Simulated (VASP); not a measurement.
Data:

```yaml
crystal:
  lattice:
    - [-2.05604, 2.05604, 4.81330]
    - [2.05604, -2.05604, 4.81330]
    - [2.05604, 2.05604, -4.81330]
  atoms:
    - { symbol: Ca, position: [0.00000, 0.00000, 0.00000] }
    - { symbol: P, position: [0.61281, 0.61281, 0.00000] }
    - { symbol: P, position: [0.38719, 0.38719, 0.00000] }
    - { symbol: Pd, position: [0.75000, 0.25000, 0.50000] }
    - { symbol: Pd, position: [0.25000, 0.75000, 0.50000] }
```

Method: PBEsol GGA with spin-orbit coupling, VASP's PBE PAW potentials (set 64) (plane waves; VASP). Settings: 400 eV cut-off, 10×10×10 Γ-centred mesh, Gaussian smearing of 0.050 eV, potentials Ca_sv P Pd.

Question: Give the energies of bands 31 to 44 at the high-symmetry points, in eV from the Fermi level.

Answer: 
```tsv
band	Γ	X	P	N	M	S	R
31	-2.35	-2.87	-2.82	-3.48	-1.96	-3.23	-3.04
32	-2.35	-2.87	-2.82	-3.48	-1.96	-3.23	-3.04
33	-1.50	-2.81	-2.79	-3.22	-1.84	-3.21	-2.82
34	-1.50	-2.81	-2.79	-3.22	-1.84	-3.21	-2.82
35	-1.46	-2.72	-2.33	-2.06	-1.32	-1.11	-2.37
36	-1.46	-2.72	-2.33	-2.06	-1.32	-1.11	-2.37
37	-1.28	-1.46	-2.25	-1.04	-1.14	-0.98	-1.08
38	-1.28	-1.46	-2.25	-1.04	-1.14	-0.98	-1.08
39	-0.11	-1.08	-0.72	0.38	1.46	-0.40	-0.97
40	-0.11	-1.08	-0.72	0.38	1.46	-0.40	-0.97
41	-0.04	-0.57	-0.65	1.60	1.67	1.88	-0.49
42	-0.04	-0.57	-0.65	1.60	1.67	1.88	-0.49
43	0.43	1.76	1.48	1.62	2.44	2.71	1.91
44	0.43	1.76	1.48	1.62	2.44	2.71	1.91
```

It has no gap at this level: it comes out as a metal or semimetal.

The structure comes from a computed database's CaPd2P2 entry (I4/mmm); how it stands against other phases isn't given here. It was relaxed first.
